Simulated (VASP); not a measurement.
**GW on AlN**

Aim: the quasiparticle gap of AlN, and what it costs to get it. The cell is of the zinc-blende type, one of the forms listed for this formula. The start is a computed cell from the Materials Project.

Method: LDA; plane waves and PAW (Al_GW, N_GW), in the first sound run; inputs show where later runs differ, in VASP 6.6.1.

## (1) Starting point

It takes space group F-43m (No. 216, cubic). The conventional cell has a = 4.368 Å, b = 4.368 Å, c = 4.368 Å, α = 90.00°, β = 90.00°, γ = 90.00°. Al has 4 N at 1.89 Å nearest. Nearest to N lie 4 Al at 1.89 Å. Farther neighbours and most contacts between anions are not listed.

## (2) Ground state

The orbitals come from a self-consistent LDA run with a tight EDIFF and a narrow smearing. KPOINTS_OPT adds the bands along a path, which shows whether the mesh holds the band edges.

INCAR

```
SYSTEM = AlN
PREC = Accurate
ENCUT = 450
EDIFF = 1E-08
NELM = 100
ISMEAR = 0
SIGMA = 0.01
LREAL = .FALSE.
ALGO = Normal
GGA = CA
NBANDS = 10
LORBIT = 11
LWAVE = .TRUE.
LCHARG = .FALSE.
KPAR = 4
```

POSCAR

```
AlN
1.0
    0.0000000000      2.1839935596      2.1839935596
    2.1839935596      0.0000000000      2.1839935596
    2.1839935596      2.1839935596      0.0000000000
Al N
1 1
Direct
    0.0000000000      0.0000000000      0.0000000000
    0.2500000000      0.2500000000      0.2500000000
```

KPOINTS

```
Automatic mesh
0
Gamma
6 6 6
0 0 0
```

KPOINTS_OPT

```
Line mode
12
Line-mode
Reciprocal
  0.00000000   0.00000000   0.00000000 GAMMA
  0.50000000   0.00000000   0.50000000 X

  0.50000000   0.00000000   0.50000000 X
  0.50000000   0.25000000   0.75000000 W

  0.50000000   0.25000000   0.75000000 W
  0.37500000   0.37500000   0.75000000 K

  0.37500000   0.37500000   0.75000000 K
  0.00000000   0.00000000   0.00000000 GAMMA

  0.00000000   0.00000000   0.00000000 GAMMA
  0.50000000   0.50000000   0.50000000 L

  0.50000000   0.50000000   0.50000000 L
  0.62500000   0.25000000   0.62500000 U

  0.62500000   0.25000000   0.62500000 U
  0.50000000   0.25000000   0.75000000 W

  0.50000000   0.25000000   0.75000000 W
  0.50000000   0.50000000   0.50000000 L

  0.50000000   0.50000000   0.50000000 L
  0.37500000   0.37500000   0.75000000 K

  0.62500000   0.25000000   0.62500000 U
  0.50000000   0.00000000   0.50000000 X
```

PAW data sets: Al_GW and N_GW (LDA family, release 64).

Started as:

```
mpirun -np 4 vasp_std
```

The program printed:

```text
[banner, memory and clock lines left out]
running    4 mpi-ranks, on    1 nodes
 distrk:  each k-point on    1 cores,    4 groups
 distr:  one band on    1 cores,    1 groups

 POSCAR found type information on POSCAR AlN
 POSCAR found :  2 types and       2 ions
 LDA part: xc-table for (Slater(with rela. corr.)+CA(PZ))
 , standard interpolation
 POSCAR, INCAR and KPOINTS ok, starting setup
 FFT: planning ... GRIDC
 FFT: planning ... GRID_SOFT
 FFT: planning ... GRID
 WAVECAR not read
 entering main loop
       N       E                     dE             d eps       ncg     rms          rms(c)
DAV:   1     0.141746394111E+02    0.14175E+02   -0.44026E+03   320   0.663E+02
DAV:   2    -0.178884532177E+02   -0.32063E+02   -0.30594E+02   398   0.169E+02
DAV:   3    -0.188717547066E+02   -0.98330E+00   -0.98154E+00   386   0.262E+01
DAV:   4    -0.188776615654E+02   -0.59069E-02   -0.59045E-02   404   0.259E+00
DAV:   5    -0.188777626203E+02   -0.10105E-03   -0.10105E-03   406   0.300E-01    0.860E+00
DAV:   6    -0.164714048365E+02    0.24064E+01   -0.12867E+01   434   0.254E+01    0.224E+00
DAV:   7    -0.164205674811E+02    0.50837E-01   -0.74566E-02   372   0.275E+00    0.138E+00
DAV:   8    -0.163915621799E+02    0.29005E-01   -0.34739E-02   364   0.279E+00    0.171E-01
DAV:   9    -0.163913184648E+02    0.24372E-03   -0.94066E-04   470   0.289E-01    0.693E-02
DAV:  10    -0.163913369797E+02   -0.18515E-04   -0.70573E-05   406   0.917E-02    0.134E-02
DAV:  11    -0.163913352646E+02    0.17151E-05   -0.36086E-06   384   0.238E-02    0.149E-03
DAV:  12    -0.163913352541E+02    0.10555E-07   -0.51695E-08   400   0.223E-03    0.183E-04
DAV:  13    -0.163913352510E+02    0.30333E-08   -0.61676E-09   230   0.527E-04
   1 F= -.16391335E+02 E0= -.16391335E+02  d E =-.943496E-67
 Start KPOINTS_OPT (optional k-point list driver)
k-point batch [1-16\120]
       N       E                     dE             ncg
DAV:   1     0.497268919884E+03   -0.29678E+04      336
DAV:   2     0.323698000164E+02   -0.46490E+03      466
DAV:   3     0.190373772606E+02   -0.13332E+02      392
DAV:   4     0.189457341043E+02   -0.91643E-01      408
DAV:   5     0.189442039705E+02   -0.15301E-02      432
DAV:   6     0.189441799020E+02   -0.24069E-04      410
DAV:   7     0.189441795787E+02   -0.32332E-06      448
DAV:   8     0.189441795747E+02   -0.39211E-08      418
[...]
k-point batch [113-120\120]
       N       E                     dE             ncg
DAV:   1     0.292255204271E+04   -0.29080E+04      168
DAV:   2     0.274497146479E+04   -0.17758E+03      226
DAV:   3     0.274126665454E+04   -0.37048E+01      198
DAV:   4     0.274124392253E+04   -0.22732E-01      230
DAV:   5     0.274124367193E+04   -0.25061E-03      206
DAV:   6     0.274124366475E+04   -0.71761E-05      238
DAV:   7     0.274124366474E+04   -0.84801E-08      204
 writing wavefunctions
```

Elapsed: 3.6 s, on 4 MPI ranks of AMD EPYC 9R45, shared host; peak memory 0.42 GiB; 12 s of CPU time.

Lines that name or quote the potential files are left out of all logs, and their timing lines are given in words.

From OUTCAR (step 2):

```text
ion  position               nearest neighbor table
   1  0.000  0.000  0.000-   2 1.89   2 1.89   2 1.89   2 1.89
   2  0.250  0.250  0.250-   1 1.89   1 1.89   1 1.89   1 1.89

  LATTYP: Found a face centered cubic cell.
 ALAT       =     4.3679871192

 Subroutine GETGRP returns: Found 24 space group operations
 (whereof 24 operations were pure point group operations)

The static configuration has the point symmetry T_d .

 Found     16 irreducible k-points:

   k-points           NKPTS =     16   k-points in BZ     NKDIM =     16   number of bands    NBANDS=     10

   dimension x,y,z NGX =    24 NGY =   24 NGZ =   24
   dimension x,y,z NGXF=    48 NGYF=   48 NGZF=   48

   ENCUT  =  450.0 eV  33.07 Ry    5.75 a.u.   5.34  5.34  5.34*2*pi/ulx,y,z

   NELECT =       8.0000    total number of electrons

 k-points in reciprocal lattice and weights: Automatic mesh
   0.00000000  0.00000000  0.00000000       0.005
   0.16666667  0.00000000  0.00000000       0.037
   0.33333333  0.00000000  0.00000000       0.037
   0.50000000  0.00000000  0.00000000       0.019
   0.16666667  0.16666667  0.00000000       0.028
   0.33333333  0.16666667  0.00000000       0.111
   0.50000000  0.16666667  0.00000000       0.111
  -0.33333333  0.16666667  0.00000000       0.111
  -0.16666667  0.16666667  0.00000000       0.056
[...]
-0.33333333  0.33333333  0.16666667       0.111
  -0.33333333  0.50000000  0.16666667       0.056

 average (electrostatic) potential at core
       1 -52.1780       2 -63.0215

 E-fermi :   4.9618

 k-point     1 :       0.0000    0.0000    0.0000
  band No.  band energies     occupation
      1      -9.9903      2.00000
      2       4.8415      2.00000
      3       4.8415      2.00000
      4       4.8415      2.00000
      5       9.0679      0.00000
      6      17.1623      0.00000
      7      17.1623      0.00000
      8      17.1623      0.00000
      9      22.3565      0.00000
    ...

 k-point     2 :       0.1667    0.0000    0.0000
  band No.  band energies     occupation
      1      -9.5841      2.00000
      2       2.9902      2.00000
      3       4.7072      2.00000
      4       4.7072      2.00000
      5      10.4525      0.00000
      6      16.2745      0.00000
      7      17.3340      0.00000
      8      17.3340      0.00000
      9      20.5562      0.00000
    ...

 k-point     3 :       0.3333    0.0000    0.0000
  band No.  band energies     occupation
      1      -8.5675      2.00000
      2       0.2657      2.00000
      3       4.4642      2.00000
      4       4.4642      2.00000
      5      11.7757      0.00000
      6      15.0947      0.00000
      7      16.3761      0.00000
      8      16.3761      0.00000
      9      21.9848      0.00000
    ...

  Total       -0.6872807     -0.6872807     -0.6872807     -0.0000000      0.0000000      0.0000000
  in kB      -52.8519076    -52.8519076    -52.8519076     -0.0000000      0.0000000      0.0000000
  external PRESSURE =     -52.8519076 kB  Pullay stress =       0.0000000 kB

  energy-cutoff  :      450.00
  volume of cell :       20.83
      direct lattice vectors                 reciprocal lattice vectors
     0.000000000  2.183993560  2.183993560    -0.228938404  0.228938404  0.228938404
     2.183993560  0.000000000  2.183993560     0.228938404 -0.228938404  0.228938404
     2.183993560  2.183993560  0.000000000     0.228938404  0.228938404 -0.228938404

 POSITION                                       TOTAL-FORCE (eV/Angst)
 -----------------------------------------------------------------------------------
      0.00000      0.00000      0.00000         0.000000      0.000000      0.000000
      1.09200      1.09200      1.09200        -0.000000     -0.000000     -0.000000
 -----------------------------------------------------------------------------------
    total drift:                               -0.000000     -0.000000     -0.000000

  FREE ENERGIE OF THE ION-ELECTRON SYSTEM (eV)
  ---------------------------------------------------
  free  energy   TOTEN  =       -16.3913352510 eV

  energy  without entropy=      -16.3913352510  energy(sigma->0) =      -16.39133525

 total charge
# of ion       s       p       d       tot
------------------------------------------
    1        0.444   0.569   0.216   1.229
    2        1.181   2.561   0.000   3.742
--------------------------------------------------
tot          1.626   3.130   0.216   4.971

[... 3 further parts left out ...]
```

Numbers from this step:

| Quantity | Value |
| --- | --- |
| free energy (TOTEN) | -16.39 eV |
| Fermi energy | 4.962 eV |
| pressure | -5.285 GPa |
| least gap on mesh and path | 3.221 eV |
| least direct gap on mesh and path | 4.226 eV |

The highest empty bands on the path are converged less tightly, to about 0.1 eV. The electronic bands at the labelled points (eV, zero at the valence-band top; v1 is the highest filled band, c1 the lowest empty one):

```
          point     v3     v2     v1    c1     c2
              Γ   0.00   0.00   0.00  4.23  12.32
0.45 of the way  -2.57  -0.87  -0.87  6.06  10.28
              X  -4.96  -1.80  -1.80  3.22   8.40
0.45 of the way  -4.68  -2.34  -2.26  4.29   9.29
              W  -3.83  -3.49  -2.74  5.96  11.24
0.45 of the way  -4.13  -3.55  -2.10  5.61  10.40
              K  -4.31  -3.68  -1.39  5.06   9.93
0.45 of the way  -3.84  -1.79  -0.28  7.57   9.68
              Γ   0.00   0.00   0.00  4.23  12.32
0.55 of the way  -3.65  -0.29  -0.29  6.59  10.63
              L  -5.92  -0.49  -0.49  7.26   9.76
0.45 of the way  -5.47  -1.79  -0.79  7.30   8.83
              U  -4.31  -3.68  -1.39  5.06   9.93
0.45 of the way  -4.18  -3.59  -1.92  5.48  10.25
              W  -3.83  -3.49  -2.74  5.96  11.24
0.55 of the way  -5.32  -2.03  -1.02  7.20   8.90
              L  -5.92  -0.49  -0.49  7.26   9.76
0.55 of the way  -5.28  -2.22  -0.90  6.84   9.22
              K  -4.31  -3.68  -1.39  5.06   9.93
      jump to U  -4.31  -3.68  -1.39  5.06   9.93
0.55 of the way  -4.82  -2.40  -1.71  3.76   8.86
              X  -4.96  -1.80  -1.80  3.22   8.40
```

Of the projections kept (Al, N), the largest for each band there; the rest of the weight can lie on other orbitals:

```
point      v3      v2      v1       c1       c2
    Γ  N 0.85  N 0.85  N 0.85   N 0.72  Al 1.00
    X  N 0.57  N 0.75  N 0.75  Al 0.81  Al 1.00
    W  N 0.56  N 0.72  N 0.67   N 0.62   N 0.65
    K  N 0.58  N 0.66  N 0.77  Al 0.64  Al 0.57
    Γ  N 0.85  N 0.85  N 0.85   N 0.72  Al 1.00
    L  N 0.54  N 0.82  N 0.82  Al 0.65   N 0.82
```

The electronic bands as a text plot (rows in eV, shown from -5.9 to 8.4 only):

```
    8.1 |        +          +
    7.5 |                  + +           ++++         +++++
    6.9 |                     +        ++            +     +
    6.3 |                 +           +      +     ++
    5.7 |  +++       +++       +     +        +  ++         +
    5.1 | +   +     +   ++      +   +          ++            +
    4.5 |+     +                 + +                          +
    3.9 |       +  +              +                            +
    3.3 |        ++                                             +
    2.7 |
    2.1 |
    1.5 |
    0.9 |
    0.3 |
   -0.2 |***                ***************             **
   -0.8 | * **            **    *  *      ****       *** ****
   -1.4 |  *  ***       **    **    *         **    * *   *  ***
   -2.0 |   *    ***   *    **       *      *   *  * *     *    *
   -2.6 |           ***    *                 *   ** *          *
   -3.2 |    *       **   *   *               *  ***        * *
   -3.8 |     *      *****   *        *        ****          *
   -4.4 |      **   *   *****          *      ***  *         **
   -5.0 |        ***                         *      *      **  **
   -5.6 |                               *****        ******
         Γ       X    W  K        Γ      L     U  W     L   K|U X
```

The cell has a gap of 3.22 eV on mesh and path and a pressure of -5.3 GPa, which holds the misfit of the given cell and coordinates with this functional, and any error of cutoff, mesh and data sets.

## (3) Empty bands, functional LDA

ALGO = Exact makes the empty bands from the converged ground state in one step. LOPTICS writes the k-derivatives of the orbitals (WAVEDER), which give the long-wavelength limit of the screening.

INCAR

```
SYSTEM = AlN
PREC = Accurate
ENCUT = 450
ISMEAR = 0
SIGMA = 0.01
LREAL = .FALSE.
GGA = CA
NBANDS = 116
ALGO = Exact
NELM = 1
LWAVE = .TRUE.
LCHARG = .FALSE.
LOPTICS = .TRUE.
NEDOS = 1000
CSHIFT = 0.1
```

POSCAR is that of step 2.

KPOINTS is that of step 2.

Started as:

```
mpirun -np 4 vasp_std
```

The program printed:

```text
[banner, memory and clock lines left out]
running    4 mpi-ranks, on    1 nodes
 distrk:  each k-point on    4 cores,    1 groups
 distr:  one band on    1 cores,    4 groups

 POSCAR found type information on POSCAR AlN
 POSCAR found :  2 types and       2 ions
 LDA part: xc-table for (Slater(with rela. corr.)+CA(PZ))
 , standard interpolation
 found WAVECAR, reading the header
  number of bands has changed, file:    10 present:   116
  trying to continue reading WAVECAR, but it might fail
 POSCAR, INCAR and KPOINTS ok, starting setup
 FFT: planning ... GRIDC
 FFT: planning ... GRID_SOFT
 FFT: planning ... GRID
 reading WAVECAR
 random initialization beyond band           10
 the WAVECAR file was read successfully
 initial charge from wavefunction
 entering main loop
       N       E                     dE             d eps       ncg     rms          rms(c)
DIA:   1    -0.163913352526E+02   -0.16391E+02    0.00000E+00     0   0.000E+00
   1 F= -.16391335E+02 E0= -.16391335E+02  d E =-.257234E-27
 writing wavefunctions
 optical routines
 imaginary and real dielectric function
 recalculating local potential from charge density
 direction            1
 direction            2
 direction            3
```

It took 2.6 s on 4 MPI ranks; peak memory 0.45 GiB; 8.1 s of CPU time.

Parts of OUTCAR (step 3):

```text
The static configuration has the point symmetry T_d .

 Found     16 irreducible k-points:

   k-points           NKPTS =     16   k-points in BZ     NKDIM =     16   number of bands    NBANDS=    116

   NELECT =       8.0000    total number of electrons

 E-fermi :   4.9150

 k-point     1 :       0.0000    0.0000    0.0000
  band No.  band energies     occupation
      1      -9.9903      2.00000
      2       4.8415      2.00000
      3       4.8415      2.00000
      4       4.8415      2.00000
      5       9.0679      0.00000
      6      17.1624      0.00000
      7      17.1624      0.00000
      8      17.1624      0.00000
      9      22.3565      0.00000
    ...

 k-point     2 :       0.1667    0.0000    0.0000
  band No.  band energies     occupation
      1      -9.5841      2.00000
      2       2.9902      2.00000
      3       4.7072      2.00000
      4       4.7072      2.00000
      5      10.4526      0.00000
      6      16.2745      0.00000
      7      17.3340      0.00000
      8      17.3340      0.00000
      9      20.5562      0.00000
    ...

  Total       -0.6873316     -0.6873316     -0.6873316      0.0000000      0.0000000     -0.0000000
  in kB      -52.8558248    -52.8558248    -52.8558248      0.0000000      0.0000000     -0.0000000
  external PRESSURE =     -52.8558248 kB  Pullay stress =       0.0000000 kB

 POSITION                                       TOTAL-FORCE (eV/Angst)
 -----------------------------------------------------------------------------------
      0.00000      0.00000      0.00000        -0.000000     -0.000000     -0.000000
      1.09200      1.09200      1.09200         0.000000      0.000000      0.000000
 -----------------------------------------------------------------------------------
    total drift:                               -0.000000     -0.000000     -0.000000

  FREE ENERGIE OF THE ION-ELECTRON SYSTEM (eV)
  ---------------------------------------------------
  free  energy   TOTEN  =       -16.3913352526 eV

  energy  without entropy=      -16.3913352526  energy(sigma->0) =      -16.39133525

 plasma frequency squared (from intraband transitions) (eV^2)
  --------------------------------------------------------------------------------------
       0.000       0.000      -0.000
      -0.000       0.000       0.000
      -0.000       0.000       0.000

[... 9 parts as in an earlier step ...]

[... 3 further parts left out ...]
```

The gap is read on the k-mesh alone, so it is an upper bound where the band edges lie off the mesh.

A gap read on the k-mesh alone can miss the band edges.

This step gave:

```yaml
gap_on_the_k_mesh: 3.221 eV
least_direct_gap_on_the_k_mesh: 4.226 eV
```

WAVECAR now holds 116 bands for 8 electrons. Its independent-particle dielectric tensor has xx, yy, zz = 4.9, 4.9, 4.9 on this mesh, which isn't tested for convergence in mesh or bands and lacks local fields.

(Part 1 of 7 ends here.)

[Lines on the potential files, build, host, timing and source positions are cut from VASP's logs without a mark.]

[Logs are printed without paths, hosts, clocks, repeated set-up lines and the standing remarks that a program may print on its own settings, such as how far it seeks lower states.]

[Hosts, paths, dates, database ids (printed as entryN), source tags and the programs' standing remarks are cut or masked in the printed files.]

[Pressures printed for these runs are not shown converged in the cutoff: they can be off by several GPa and have the wrong sign.]
